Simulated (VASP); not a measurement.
Write the native input for VASP 6.6.1 that does the following.

```yaml
Task: relaxation of cell and atoms
Functional: revPBE
Potentials_or_basis: VASP PAW PBE potentials, release 64 (Ni, Mo_sv, Pd, Ir, W_sv)
Cutoff: 600 eV
k_mesh: 11 × 11 × 3
Occupations: fermi-dirac, width 0.05 eV
Spin: collinear spin, ferromagnetic start
Starting_moments: "[1.0, 1.0, 0.0, 0.6, 0.0] μB"
Further_INCAR_settings: ALGO = Fast; EDIFF = 1e-06; IBRION = 2; EDIFFG = -0.005; NSW = 40; ISIF = 3
```

The structure of NiMoIrPdW lies in POSCAR:

```
NiMoIrPdW
1.0
    2.7607800000      0.0000000000      0.0000000000
   -1.3803900000      2.3909000000      0.0000000000
    0.0000000000      0.0000000000     11.3405100000
Ni Mo Pd Ir W
1 1 1 1 1
Direct
    0.0000000000      0.0000000000      0.7091700000
    0.6666700000      0.3333300000      0.2942500000
    0.6666700000      0.3333300000      0.8990100000
    0.0000000000      0.0000000000      0.1060400000
    0.6666700000      0.3333300000      0.5292100000
```

The cell was built by a generator and needn't be a form met in nature.

One way to write it, as run:

INCAR

```
SYSTEM = NiMoIrPdW
PREC     = Accurate       ! precision mode
ENCUT    = 600            ! plane-wave cutoff, eV
EDIFF    = 1E-6           ! SCF threshold, eV
ISMEAR   = -1             ! smearing method
SIGMA    = 0.05           ! smearing width, eV
LREAL    = .FALSE.        ! projectors in reciprocal space
LASPH    = .TRUE.         ! aspherical terms in the spheres
NELM     = 100            ! most SCF steps
ALGO     = Fast           ! electronic algorithm
ISIF     = 3              ! what is computed and relaxed
LWAVE    = .FALSE.        ! write WAVECAR
LCHARG   = .FALSE.        ! write CHGCAR
ISPIN    = 2              ! spin polarisation
MAGMOM   = 1 1 0 0.6 0    ! initial moments
LORBIT   = 11             ! projections on sites
LMAXMIX  = 4              ! l up to which the mixer works
GGA      = RE             ! functional
IBRION   = 2              ! ionic algorithm
NSW      = 40             ! ionic steps
EDIFFG   = -0.005         ! ionic threshold
KPAR     = 4
```

KPOINTS

```
regular mesh
0
G
  11 11 3
  0 0 0
```

Potentials or basis: VASP PAW PBE potentials, release 64 (Ni, Mo_sv, Pd, Ir, W_sv).

Command:

```bash
$ cat potpaw_PBE.64/Ni/POTCAR potpaw_PBE.64/Mo_sv/POTCAR potpaw_PBE.64/Pd/POTCAR potpaw_PBE.64/Ir/POTCAR potpaw_PBE.64/W_sv/POTCAR > POTCAR
$ mpirun -np 4 vasp_std > vasp.out
```

It gave:

| Property | Result |
| --- | --- |
| Relaxed volume | 15.16 Å³/atom |
| Relaxed cell | a = 2.773 Å, b = 2.773 Å, c = 11.382 Å, α = 90.00°, β = 90.00°, γ = 120.00° |
| Space group after relaxing (to 0.05 Å) | P3m1 (No. 156) |
| Energy gained by relaxing | 2.3 meV/atom |
| Ionic steps | 31 |
| Pressure after relaxing | 0.0 GPa |
| Largest force after relaxing | 0.004 eV/Å |
| Band gap on the k mesh | none (metal or under the smearing width) |
| Net moment | 0.00 μB per cell |
| Valence electrons inside the program's atomic spheres | Ni 9.17; Mo 12.53; Pd 9.44; Ir 8.26; W 12.06 |

Caveat: the PAW data sets were made with another functional, which shifts forces and pressure a little.

Run time: 50 min on 4 MPI ranks on Intel(R) Xeon(R) Platinum 8488C (Sapphire Rapids), with other jobs on the host, peak memory 0.77 GiB a rank.
